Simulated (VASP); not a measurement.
Method: PBE GGA, VASP's PBE PAW potentials (set 64) (plane waves; VASP 6.6.1).

The input files of a VASP run:

### INCAR
```
SYSTEM  =  AlN
PREC  =  Accurate; ENCUT  =  480; LREAL  =  F
LASPH  =  T
EDIFF  =  1E-6; NELM  =  100; ALGO  =  Normal
ISMEAR  =  0; SIGMA  =  0.05
GGA  =  PE
IBRION  =  2; NSW  =  60; ISIF  =  3
EDIFFG  =  -0.01
LWAVE  =  F; LCHARG  =  F
```

File KPOINTS:
```
Automatic mesh
0
Gamma
9 9 5
0 0 0
```

**POSCAR**
```
AlN
1.0
  1.5550000000  -2.6933390000   0.0000000000
  1.5550000000   2.6933390000   0.0000000000
  0.0000000000   0.0000000000   4.9800000000
Al N
2 2
Direct
  0.6666670000   0.3333330000   0.5000000000
  0.3333330000   0.6666670000   0.0000000000
  0.6666670000   0.3333330000   0.8820000000
  0.3333330000   0.6666670000   0.3820000000
```

POTCAR, in this order: Al N (PBE.64 set). Program: vasp_std.

Question: What does the run give for the energy per atom (σ→0), volume per atom, band gap (on the k-mesh)?

Answer: 
energy per atom (σ→0): -7.445 eV/atom
band gap (on the k-mesh): 4.06 eV
volume per atom: 10.62 Å^3/atom

OSZICAR:
```
...
DAV:   3    -0.297815379963E+02    0.54862E-07   -0.62001E-07   436   0.727E-03
   4 F= -.29781538E+02 E0= -.29781538E+02  d E =-.842113E-02
       N       E                     dE             d eps       ncg     rms          rms(c)
DAV:   1    -0.297815956856E+02   -0.57634E-04   -0.24068E-03   864   0.470E-01    0.261E-02
DAV:   2    -0.297815815201E+02    0.14166E-04   -0.20273E-05  1096   0.429E-02    0.147E-02
DAV:   3    -0.297815741462E+02    0.73739E-05   -0.10915E-05  1068   0.291E-02    0.121E-03
DAV:   4    -0.297815741979E+02   -0.51741E-07   -0.66588E-07   464   0.801E-03
   5 F= -.29781574E+02 E0= -.29781574E+02  d E =-.362016E-04
```

The compound is AlN in the wurtzite structure. This run relaxes it. Symmetry was kept, so distortions that lower it aren't found.
